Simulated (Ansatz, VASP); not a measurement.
# HfB2: VASP beside Ansatz, part 2 of 2

Wanted: the spread between two codes on one cell, functional and k mesh. The cell is taken from a series of runs on this material, whose earlier steps may have relaxed, scaled, displaced or heated it; both programs get it as it stands.

VASP 6.6.1 and Ansatz 0.2.0.

So far: Starting point; Ansatz: zone-centre phonons, PBEsol.

## (3) VASP: zone-centre phonons, PBEsol

Level of this step: PBEsol; plane waves and PAW (B, Hf_pv) (VASP).

The same cell, functional, mesh and smearing now go to VASP, with its own data sets.

Lines of VASP's logs that name or quote its potential files are left out, and so is its time.

The input, INCAR:

```
SYSTEM = HfB2
PREC = Accurate
ENCUT = 500
EDIFF = 1E-08
NELM = 120
ISMEAR = 1
SIGMA = 0.2
LREAL = .FALSE.
ALGO = Normal
GGA = PS
NBANDS = 14
LASPH = .TRUE.
LORBIT = 11
LWAVE = .FALSE.
LCHARG = .FALSE.
ISIF = 2
IBRION = 8
GGA_COMPAT = .FALSE.
KPAR = 2
```

The input, POSCAR:

```
HfB2
1.0
    3.1829784966      0.0000000000      0.0000000000
   -1.5914892483      2.7565402378      0.0000000000
    0.0000000000      0.0000000000      3.5269883671
B Hf
2 1
Direct
    0.3333333333      0.6666666667      0.5000000000
    0.6666666667      0.3333333333      0.5000000000
    0.0000000000      0.0000000000      0.0000000000
```

The input, KPOINTS:

```
Automatic mesh
0
Gamma
15 15 12
0 0 0
```

Potentials, in the order of the species: B and Hf_pv (PBE family, release 64).

Command:

```console
$ mpirun -np 2 vasp_std
```

Numbers of over 12 decimals in the logs are rounded to 6 here.

The program printed:

```text
[banner, memory and clock lines left out]
running    2 mpi-ranks, on    1 nodes
 distrk:  each k-point on    1 cores,    2 groups
 distr:  one band on    1 cores,    1 groups

 POSCAR found type information on POSCAR B Hf
 POSCAR found :  2 types and       3 ions
|                                                                             |
|               ----> ADVICE to this user running VASP <----                  |
|                                                                             |
|     You enforced a specific xc type in the INCAR file but a different       |
|     [... a line on the potential file left out ...]
|     I HOPE YOU KNOW WHAT YOU ARE DOING!                                     |
|                                                                             |

 LDA part: xc-table for (Slater+PW92), standard interpolation
 POSCAR, INCAR and KPOINTS ok, starting setup
 FFT: planning ... GRIDC
 FFT: planning ... GRID_SOFT
 FFT: planning ... GRID
 WAVECAR not read
 entering main loop
       N       E                     dE             d eps       ncg     rms          rms(c)
DAV:   1     0.262621433424E+02    0.26262E+02   -0.79031E+03  5292   0.104E+03
DAV:   2    -0.283802477829E+02   -0.54642E+02   -0.51060E+02  6848   0.222E+02
DAV:   3    -0.299409302342E+02   -0.15607E+01   -0.15506E+01  7188   0.281E+01
DAV:   4    -0.299493377472E+02   -0.84075E-02   -0.84062E-02  6078   0.247E+00
DAV:   5    -0.299493999051E+02   -0.62158E-04   -0.62145E-04  7134   0.181E-01    0.499E+01
DAV:   6    -0.278944509875E+02    0.20549E+01   -0.32862E+00  6474   0.120E+01    0.366E+01
DAV:   7    -0.278472368258E+02    0.47214E-01   -0.10442E+00  6738   0.708E+00    0.109E+01
DAV:   8    -0.277914106427E+02    0.55826E-01   -0.27091E-01  6336   0.371E+00    0.147E+00
DAV:   9    -0.277870912415E+02    0.43194E-02   -0.23596E-02  6240   0.118E+00    0.402E-01
DAV:  10    -0.277868285950E+02    0.26265E-03   -0.10136E-03  6540   0.263E-01    0.252E-01
DAV:  11    -0.277868367098E+02   -0.81148E-05   -0.72606E-05  6546   0.655E-02    0.939E-02
DAV:  12    -0.277868340828E+02    0.26269E-05   -0.44805E-06  6234   0.163E-02    0.109E-02
DAV:  13    -0.277868341554E+02   -0.72548E-07   -0.32062E-07  6834   0.444E-03    0.144E-03
DAV:  14    -0.277868341657E+02   -0.10341E-07   -0.35593E-08  6276   0.148E-03    0.139E-03
DAV:  15    -0.277868341822E+02   -0.16471E-07   -0.20085E-09  2958   0.408E-04    0.858E-04
DAV:  16    -0.277868341808E+02    0.14063E-08   -0.14546E-10  2796   0.116E-04
   1 F= -.27786834E+02 E0= -.27786987E+02  d E =0.458599E-03
 Linear response reoptimize wavefunctions to high precision
DAV:   1    -0.277868341787E+02    0.20812E-08   -0.12556E-10  3006   0.891E-05
DAV:   2    -0.277868341787E+02    0.15689E-10   -0.13015E-11  2718   0.339E-05
 Linear response DOF=           4
 Linear response progress:
  Degree of freedom:   1/  4
       N       E                     dE             d eps       ncg     rms          rms(c)
RMM:   1    -0.433845085587E-01   -0.43385E-01    0.26269E-02 53291   0.110E+00
RMM:   2    -0.423316811123E-01    0.10528E-02   -0.11966E-03 38412   0.196E-01    0.244E-01
RMM:   3    -0.422623876369E-01    0.69293E-04   -0.46951E-04 34320   0.106E-01    0.130E-01
RMM:   4    -0.427196099809E-01   -0.45722E-03   -0.45148E-04 34592   0.988E-02    0.178E-02
RMM:   5    -0.426836944435E-01    0.35916E-04   -0.15171E-05 38299   0.218E-02    0.559E-03
RMM:   6    -0.426803618159E-01    0.33326E-05   -0.70338E-07 40444   0.450E-03    0.160E-03
RMM:   7    -0.426760268126E-01    0.43350E-05   -0.86927E-08 40069   0.164E-03    0.771E-04
RMM:   8    -0.426771388118E-01   -0.11120E-05   -0.89382E-09 41809   0.416E-04    0.286E-04
RMM:   9    -0.426771254982E-01    0.13314E-07   -0.58853E-10 41187   0.113E-04    0.130E-04
RMM:  10    -0.426771825870E-01   -0.57089E-07   -0.66225E-10 39364   0.474E-05    0.362E-05
RMM:  11    -0.426772091493E-01   -0.26562E-07   -0.42557E-11 40846   0.136E-05    0.114E-05
RMM:  12    -0.426772099310E-01   -0.78164E-09   -0.57126E-10 37529   0.378E-06    0.434E-06
 first order change of Fermi-energy   0.12652E-04
 force on displaced ion       1 direction 1 : -14.594  -0.001   0.000
 Linear response progress:
  Degree of freedom:   2/  4
       N       E                     dE             d eps       ncg     rms          rms(c)
RMM:   1    -0.439725961057E-01   -0.43973E-01    0.42912E-02 18344   0.123E+00
RMM:   2    -0.440290755838E-01   -0.56479E-04   -0.10756E-03 13778   0.190E-01    0.390E-01
RMM:   3    -0.439545670924E-01    0.74508E-04   -0.63993E-04 12360   0.127E-01    0.189E-01
RMM:   4    -0.443468440710E-01   -0.39228E-03   -0.33615E-04 13513   0.856E-02    0.271E-02
RMM:   5    -0.443696328378E-01   -0.22789E-04   -0.15751E-05 13708   0.268E-02    0.784E-03
RMM:   6    -0.443677496301E-01    0.18832E-05   -0.69705E-08 14027   0.675E-03    0.295E-03
RMM:   7    -0.443560385805E-01    0.11711E-04   -0.15427E-07 13055   0.241E-03    0.572E-04
RMM:   8    -0.443556926898E-01    0.34589E-06   -0.11916E-08 14799   0.592E-04    0.139E-04
RMM:   9    -0.443556394265E-01    0.53263E-07   -0.18370E-10 14903   0.116E-04    0.118E-04
RMM:  10    -0.443557243236E-01   -0.84897E-07   -0.23928E-09 15317   0.323E-05    0.508E-05
RMM:  11    -0.443556839114E-01    0.40412E-07   -0.44830E-09 13242   0.296E-05    0.318E-06
RMM:  12    -0.443556870914E-01   -0.31800E-08   -0.15168E-09 14642   0.674E-06    0.362E-06
 first order change of Fermi-energy  -0.46138E-04
 force on displaced ion       1 direction 3 :   0.000   0.000  -8.578
 Linear response progress:
  Degree of freedom:   3/  4
       N       E                     dE             d eps       ncg     rms          rms(c)
RMM:   1    -0.206179754115E+00   -0.20618E+00    0.46151E+00 13815   0.125E+01
RMM:   2    -0.206420287538E+00   -0.24053E-03   -0.32807E-02 19171   0.125E+00    0.473E-01
RMM:   3    -0.205740966527E+00    0.67932E-03   -0.12000E-03 25501   0.174E-01    0.207E-01
RMM:   4    -0.205276977880E+00    0.46399E-03   -0.82175E-05 26773   0.546E-02    0.137E-01
RMM:   5    -0.204793977394E+00    0.48300E-03   -0.30043E-05 26468   0.388E-02    0.126E-02
RMM:   6    -0.204777450867E+00    0.16527E-04   -0.21780E-06 26118   0.103E-02    0.362E-03
RMM:   7    -0.204794981153E+00   -0.17530E-04    0.32267E-07 27749   0.276E-03    0.341E-03
RMM:   8    -0.204795049104E+00   -0.67951E-07    0.62757E-07 27694   0.634E-04    0.500E-04
RMM:   9    -0.204794524551E+00    0.52455E-06    0.28004E-07 28119   0.282E-04    0.283E-04
RMM:  10    -0.204794804648E+00   -0.28010E-06   -0.48222E-08 27368   0.895E-05    0.352E-05
RMM:  11    -0.204794790622E+00    0.14026E-07    0.99259E-09 28744   0.333E-05    0.185E-05
RMM:  12    -0.204794780630E+00    0.99921E-08    0.14405E-08 26532   0.130E-05    0.911E-06
 first order change of Fermi-energy   0.53873E-04
 force on displaced ion       3 direction 1 : -12.205   0.000   0.000
 Linear response progress:
  Degree of freedom:   4/  4
       N       E                     dE             d eps       ncg     rms          rms(c)
RMM:   1    -0.228648852957E+00   -0.22865E+00    0.44223E+00  6013   0.127E+01
RMM:   2    -0.228588671449E+00    0.60182E-04   -0.38376E-02  8139   0.132E+00    0.743E-01
RMM:   3    -0.228134576628E+00    0.45409E-03   -0.20309E-03 10762   0.209E-01    0.373E-01
RMM:   4    -0.227741941163E+00    0.39264E-03   -0.19645E-04 10286   0.723E-02    0.158E-01
RMM:   5    -0.227489590001E+00    0.25235E-03   -0.25577E-05 10577   0.324E-02    0.234E-02
RMM:   6    -0.227426989341E+00    0.62601E-04   -0.28888E-06 10839   0.985E-03    0.532E-03
RMM:   7    -0.227440492515E+00   -0.13503E-04    0.14479E-05 11610   0.293E-03    0.404E-03
RMM:   8    -0.227439512158E+00    0.98036E-06    0.20177E-05 11573   0.885E-04    0.582E-04
RMM:   9    -0.227438701700E+00    0.81046E-06    0.12012E-05 11234   0.358E-04    0.125E-04
RMM:  10    -0.227438472129E+00    0.22957E-06    0.63043E-06 12135   0.132E-04    0.735E-05
RMM:  11    -0.227438468630E+00    0.34984E-08    0.29591E-06 11837   0.536E-05    0.345E-05
RMM:  12    -0.227438453832E+00    0.14799E-07    0.15167E-06 11381   0.276E-05    0.149E-05
RMM:  13    -0.227438442928E+00    0.10904E-07    0.77894E-07 10477   0.137E-05    0.835E-06
RMM:  14    -0.227438430107E+00    0.12820E-07    0.39819E-07  9764   0.783E-06    0.142E-06
RMM:  15    -0.227438431120E+00   -0.10129E-08    0.20946E-07  6863   0.409E-06    0.144E-06
RMM:  16    -0.227438426249E+00    0.48709E-08    0.11469E-07  6681   0.272E-06    0.686E-07
RMM:  17    -0.227438426565E+00   -0.31615E-09    0.60370E-08  5919   0.183E-06    0.566E-07
 first order change of Fermi-energy  -0.15154E-04
 force on displaced ion       3 direction 3 :  -0.000  -0.000 -12.884
 Linear response finished
```

OUTCAR, selected parts (step 3):

```text
ion  position               nearest neighbor table
   1  0.333  0.667  0.500-   2 1.84   2 1.84   2 1.84   3 2.55   3 2.55   3 2.55   3 2.55   3 2.55
                             3 2.55
   2  0.667  0.333  0.500-   1 1.84   1 1.84   1 1.84   3 2.55   3 2.55   3 2.55   3 2.55   3 2.55
                             3 2.55
   3  0.000  0.000  0.000-   1 2.55   2 2.55   1 2.55   2 2.55   2 2.55   2 2.55   1 2.55   1 2.55
                             2 2.55   2 2.55   1 2.55   1 2.55

  LATTYP: Found a hexagonal cell.
 ALAT       =     3.1829784966
 C/A-ratio  =     1.1080779750

 Subroutine GETGRP returns: Found 24 space group operations
 (whereof 24 operations were pure point group operations)

The static configuration has the point symmetry D_6h.

 Found    189 irreducible k-points:

   k-points           NKPTS =    189   k-points in BZ     NKDIM =    189   number of bands    NBANDS=     14

   dimension x,y,z NGX =    24 NGY =   24 NGZ =   28
   dimension x,y,z NGXF=    48 NGYF=   48 NGZF=   56

   ENCUT  =  500.0 eV  36.75 Ry    6.06 a.u.   5.80  5.80  6.43*2*pi/ulx,y,z

   NELECT =      16.0000    total number of electrons

 k-points in reciprocal lattice and weights: Automatic mesh
   0.00000000  0.00000000  0.00000000       0.000
   0.06666667  0.00000000  0.00000000       0.002
   0.13333333  0.00000000  0.00000000       0.002
   0.20000000 -0.00000000  0.00000000       0.002
   0.26666667  0.00000000  0.00000000       0.002
   0.33333333  0.00000000  0.00000000       0.002
   0.40000000  0.00000000  0.00000000       0.002
   0.46666667 -0.00000000  0.00000000       0.002
   0.06666667  0.06666667  0.00000000       0.002
[...]
0.33333333  0.26666667  0.50000000       0.004
   0.33333333  0.33333333  0.50000000       0.001

 average (electrostatic) potential at core
       1 -25.6110       2 -25.6110       3 -34.6546

  Total       -2.6710674     -2.6710674     -2.6440032      0.0000000      0.0000000     -0.0000000
  in kB     -138.2908248   -138.2908248   -136.8896117      0.0000000      0.0000000     -0.0000000
  external PRESSURE =    -137.8237538 kB  Pullay stress =       0.0000000 kB

  energy-cutoff  :      500.00
  volume of cell :       30.95
      direct lattice vectors                 reciprocal lattice vectors
     3.182978497  0.000000000  0.000000000     0.314171145  0.181386795  0.000000000
    -1.591489248  2.756540238  0.000000000     0.000000000  0.362773591  0.000000000
     0.000000000  0.000000000  3.526988367     0.000000000  0.000000000  0.283528012

 POSITION                                       TOTAL-FORCE (eV/Angst)
 -----------------------------------------------------------------------------------
     -0.00000      1.83769      1.76349        -0.000000      0.000000      0.000000
      1.59149      0.91885      1.76349         0.000000     -0.000000      0.000000
      0.00000      0.00000      0.00000         0.000000      0.000000      0.000000
 -----------------------------------------------------------------------------------
    total drift:                               -0.000000      0.000000      0.000000

 Eigenvectors and eigenvalues of the dynamical matrix
 ----------------------------------------------------

   1 f  =   22.844038 THz   143.533321 2PiTHz  761.995072 cm-1    94.475306 meV
             X         Y         Z           dx          dy          dz
     -0.000000  1.837693  1.763494    -0.000000    0.707107    0.000000
      1.591489  0.918847  1.763494    -0.000000   -0.707107   -0.000000
      0.000000  0.000000  0.000000    -0.000000   -0.000000    0.000000

   2 f  =   22.844038 THz   143.533321 2PiTHz  761.995072 cm-1    94.475306 meV
             X         Y         Z           dx          dy          dz
     -0.000000  1.837693  1.763494     0.707107    0.000000   -0.000000
      1.591489  0.918847  1.763494    -0.707107   -0.000000    0.000000
      0.000000  0.000000  0.000000    -0.000000    0.000000    0.000000

   3 f  =   15.562120 THz    97.779686 2PiTHz  519.096462 cm-1    64.359730 meV
             X         Y         Z           dx          dy          dz
     -0.000000  1.837693  1.763494    -0.000000    0.000000   -0.707107
      1.591489  0.918847  1.763494    -0.000000   -0.000000    0.707107
      0.000000  0.000000  0.000000     0.000000    0.000000    0.000000

   4 f  =   12.778053 THz    80.286878 2PiTHz  426.229984 cm-1    52.845759 meV
             X         Y         Z           dx          dy          dz
     -0.000000  1.837693  1.763494    -0.000000   -0.000000    0.667817
      1.591489  0.918847  1.763494    -0.000000   -0.000000    0.667817
      0.000000  0.000000  0.000000    -0.000000   -0.000000   -0.328698

   5 f  =   12.437512 THz    78.147195 2PiTHz  414.870756 cm-1    51.437395 meV
             X         Y         Z           dx          dy          dz
     -0.000000  1.837693  1.763494    -0.000000   -0.667820   -0.000000
      1.591489  0.918847  1.763494    -0.000000   -0.667820   -0.000000
      0.000000  0.000000  0.000000    -0.000000    0.328684    0.000000

   6 f  =   12.437512 THz    78.147195 2PiTHz  414.870756 cm-1    51.437395 meV
             X         Y         Z           dx          dy          dz
     -0.000000  1.837693  1.763494    -0.667820   -0.000000    0.000000
      1.591489  0.918847  1.763494    -0.667820    0.000000   -0.000000
      0.000000  0.000000  0.000000     0.328684   -0.000000    0.000000

   7 f/i=    0.000152 THz     0.000954 2PiTHz    0.005067 cm-1     0.000628 meV
             X         Y         Z           dx          dy          dz
     -0.000000  1.837693  1.763494    -0.000000   -0.000000    0.232424
      1.591489  0.918847  1.763494    -0.000000   -0.000000    0.232424
      0.000000  0.000000  0.000000    -0.000000   -0.000000    0.944435

   8 f/i=    0.000333 THz     0.002090 2PiTHz    0.011094 cm-1     0.001376 meV
             X         Y         Z           dx          dy          dz
     -0.000000  1.837693  1.763494    -0.217830   -0.081035   -0.000000
      1.591489  0.918847  1.763494    -0.217830   -0.081035   -0.000000
      0.000000  0.000000  0.000000    -0.885174   -0.329294   -0.000000

   9 f/i=    0.000333 THz     0.002090 2PiTHz    0.011094 cm-1     0.001376 meV
             X         Y         Z           dx          dy          dz
     -0.000000  1.837693  1.763494     0.081035   -0.217830   -0.000000
      1.591489  0.918847  1.763494     0.081035   -0.217830   -0.000000
      0.000000  0.000000  0.000000     0.329294   -0.885174   -0.000000

 ELASTIC MODULI CONTR FROM IONIC RELAXATION (kBar)
 Direction    XX          YY          ZZ          XY          YZ          ZX
 --------------------------------------------------------------------------------
 XX          -6.9001      6.9001      0.0000     -0.0000      0.0000      0.0000
 YY           6.9001     -6.9001     -0.0000      0.0000      0.0000      0.0000
 ZZ           0.0000     -0.0000     -0.0000      0.0000      0.0000      0.0000
 XY          -0.0000      0.0000      0.0000     -6.9001      0.0000      0.0000
 YZ           0.0000      0.0000      0.0000      0.0000      0.0000      0.0000
 ZX           0.0000      0.0000      0.0000      0.0000      0.0000      0.0000
 --------------------------------------------------------------------------------
```

## (4) Differences

Known differences besides the potentials themselves: the data sets hold 32 valence electrons in Ansatz (on its PAW soft_1 files) and 16 in VASP; the cutoff is 420 eV in Ansatz and 500 eV in VASP; Ansatz makes its cores anew for this functional, VASP keeps those of its PBE data sets. Total energies have different zeros and are not compared.

Compared:

| quantity | Ansatz | VASP | difference |
| --- | --- | --- | --- |
| optical mode 1 to 2 (cm⁻¹) | 413.8 | 414.9 | -0.27 % |
| optical mode 3 (cm⁻¹) | 425.6 | 426.2 | -0.15 % |
| optical mode 4 (cm⁻¹) | 518.5 | 519.1 | -0.11 % |
| optical mode 5 to 6 (cm⁻¹) | 758.4 | 762.0 | -0.48 % |

Modes are paired by rising frequency, not by their patterns, so a pair may set unlike modes beside each other; they are those without the splitting of longitudinal modes.

## (5) What came out

```yaml
r_m_s_difference_of_the_optical_zone_centre_modes_each_program_s_sorted_by_frequency_zone_centre_phonons_pbesol: 2.2 cm⁻¹
```

What this shows: The r.m.s. difference of the optical zone-centre modes, each program's sorted by frequency is 2.2 cm⁻¹ (zone-centre phonons, PBEsol). The data sets hold unlike numbers of valence electrons (32 in Ansatz and 16 in VASP), so part of the differences comes from the potentials. Such differences can come from data sets, numerical settings and the points named under the comparisons, not from the functional's error against experiment.

[Lines on the potential files, build, host, timing and source positions are cut from VASP's logs without a mark.]

[Logs are printed without paths, hosts, clocks, repeated set-up lines and the standing remarks that a program may print on its own settings, such as how far it seeks lower states.]

[Hosts, paths, dates, database ids (printed as entryN), source tags and the programs' standing remarks are cut or masked in the printed files.]
